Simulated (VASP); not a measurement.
Output of a VASP run:

OSZICAR:
```
       N       E                     dE             d eps       ncg     rms          rms(c)
DAV:   1     0.132803491181E+04    0.13280E+04   -0.55768E+04  8032   0.963E+02
DAV:   2     0.107884551552E+03   -0.12202E+04   -0.11873E+04  9415   0.288E+02
DAV:   3    -0.607641611052E+02   -0.16865E+03   -0.16784E+03  9976   0.131E+02
DAV:   4    -0.665557111246E+02   -0.57916E+01   -0.57761E+01  8768   0.314E+01
DAV:   5    -0.668326535561E+02   -0.27694E+00   -0.27680E+00  9972   0.564E+00    0.752E+00
DAV:   6    -0.640701634663E+02    0.27625E+01   -0.44102E+00 11232   0.110E+01    0.432E+00
DAV:   7    -0.638483868826E+02    0.22178E+00   -0.23533E+00 10172   0.421E+00    0.211E+00
DAV:   8    -0.638966591861E+02   -0.48272E-01   -0.30610E-01  9848   0.222E+00    0.486E-01
DAV:   9    -0.638945616217E+02    0.20976E-02   -0.40806E-02  9885   0.809E-01    0.182E-01
DAV:  10    -0.638969414531E+02   -0.23798E-02   -0.64985E-03  9152   0.203E-01    0.113E-01
DAV:  11    -0.638981253382E+02   -0.11839E-02   -0.11186E-03  9093   0.126E-01    0.166E-02
DAV:  12    -0.638981674897E+02   -0.42152E-04   -0.65144E-05 10976   0.328E-02    0.920E-03
DAV:  13    -0.638981743164E+02   -0.68266E-05   -0.13930E-05  7512   0.107E-02    0.307E-03
DAV:  14    -0.638981746135E+02   -0.29709E-06   -0.54214E-07  5416   0.363E-03
   1 F= -.63898175E+02 E0= -.63898175E+02  d E =-.698500E-67
```

**OUTCAR**
```
------------------------ aborting loop because EDIFF is reached ----------------------------------------
  FORCE on cell =-STRESS in cart. coord.  units (eV):
  Direction    XX          YY          ZZ          XY          YZ          ZX
  --------------------------------------------------------------------------------------
  Total       -2.0277605     -2.4301481     -1.8058621      0.0000000      0.0000000     -0.0000000
  in kB       -3.8190475     -4.5768970     -3.4011279      0.0000000      0.0000000     -0.0000000
  external PRESSURE =      -3.9323574 kB  Pullay stress =       0.0000000 kB
  volume of cell :      850.69
      direct lattice vectors                 reciprocal lattice vectors
     8.580658000  0.000000000  0.000000000     0.116541179  0.000000000  0.000000000
     0.000000000 12.057094000  0.000000000     0.000000000  0.082938725  0.000000000
     0.000000000  0.000000000  8.222596000     0.000000000  0.000000000  0.121616093
 POSITION                                       TOTAL-FORCE (eV/Angst)
 -----------------------------------------------------------------------------------
      3.77412      3.01427      4.27123        -0.001414     -0.000000     -0.018204
      4.80654      9.04282      3.95137         0.001414     -0.000000      0.018204
      0.51621      9.04282      0.15993         0.001414     -0.000000     -0.018204
      8.06445      3.01427      8.06267        -0.001414     -0.000000      0.018204
      0.00000      6.02855      4.11130         0.000000     -0.000000      0.000000
      4.29033      6.02855      0.00000         0.000000     -0.000000      0.000000
      4.29033      0.00000      0.00000         0.000000     -0.000000      0.000000
      0.00000      0.00000      4.11130         0.000000     -0.000000      0.000000
      8.52694      9.04282      4.60194        -0.026372     -0.000000      0.003967
      0.05371      3.01427      3.62066         0.026372     -0.000000     -0.003967
      4.34404      3.01427      0.49064         0.026372     -0.000000      0.003967
      4.23661      9.04282      7.73195        -0.026372     -0.000000     -0.003967
      1.72488      0.38221      6.60102         0.003361      0.007019     -0.011246
      6.85577     11.67488      1.62158        -0.003361     -0.007019      0.011246
      2.56545     11.67488      2.48972        -0.003361     -0.007019     -0.011246
      6.01521      0.38221      5.73288         0.003361      0.007019      0.011246
      6.01521      5.64634      5.73288         0.003361     -0.007019      0.011246
      2.56545      6.41076      2.48972        -0.003361      0.007019     -0.011246
      6.85577      6.41076      1.62158        -0.003361      0.007019      0.011246
      1.72488      5.64634      6.60102         0.003361     -0.007019     -0.011246
 -----------------------------------------------------------------------------------
    total drift:                                0.000000      0.000000      0.000000
  FREE ENERGIE OF THE ION-ELECTRON SYSTEM (eV)
  ---------------------------------------------------
  free  energy   TOTEN  =       -63.8981746135 eV

  energy  without entropy=      -63.8981746135  energy(sigma->0) =      -63.89817461
```
(Selected blocks of OUTCAR.)

**POSCAR**
```
CsPbBr3
1
    8.5806580000     0.0000000000     0.0000000000
    0.0000000000    12.0570940000     0.0000000000
    0.0000000000     0.0000000000     8.2225960000
Cs Pb Br
4 4 12
Direct
  0.4398400000   0.2500000000   0.5194500000
  0.5601600000   0.7500000000   0.4805500000
  0.0601600000   0.7500000000   0.0194500000
  0.9398400000   0.2500000000   0.9805500000
  0.0000000000   0.5000000000   0.5000000000
  0.5000000000   0.5000000000   0.0000000000
  0.5000000000   0.0000000000   0.0000000000
  0.0000000000   0.0000000000   0.5000000000
  0.9937400000   0.7500000000   0.5596700000
  0.0062600000   0.2500000000   0.4403300000
  0.5062600000   0.2500000000   0.0596700000
  0.4937400000   0.7500000000   0.9403300000
  0.2010200000   0.0317000000   0.8027900000
  0.7989800000   0.9683000000   0.1972100000
  0.2989800000   0.9683000000   0.3027900000
  0.7010200000   0.0317000000   0.6972100000
  0.7010200000   0.4683000000   0.6972100000
  0.2989800000   0.5317000000   0.3027900000
  0.7989800000   0.5317000000   0.1972100000
  0.2010200000   0.4683000000   0.8027900000
```

Question: Write an INCAR and KPOINTS that could have produced this output.

Answer: One answer among several that fit: the input of the run itself, PBE GGA, plane waves, VASP's PBE PAW potentials (set 64).

File KPOINTS:
```
Regular mesh
0
G
5 4 6
0 0 0
```

**INCAR**
```
# general
SYSTEM  = CsPbBr3
PREC    = Accurate
ENCUT   = 300
LREAL   = Auto
LASPH   = .TRUE.

# electronic loop
EDIFF   = 1E-6
NELM    = 100
ALGO    = Normal
LMAXMIX = 4

# smearing
ISMEAR  = 0
SIGMA   = 0.01

# functional
GGA     = PE

# ions
ISIF    = 2

# output
LWAVE   = .FALSE.
LCHARG  = .FALSE.
```

POTCAR, in this order: Cs_sv Pb_d Br (PBE.64 set). Program: vasp_std.

At this cut-off the stress carries a Pulay error, which pulls relaxed volumes low.

The structure comes from a computed database's CsPbBr3 entry; how it stands against other phases isn't given here. The cell was not relaxed at this level. The run is one of a series of settings (KPOINTS 5×4×6 Γ-centred mesh against the base run), some of them coarse on purpose.
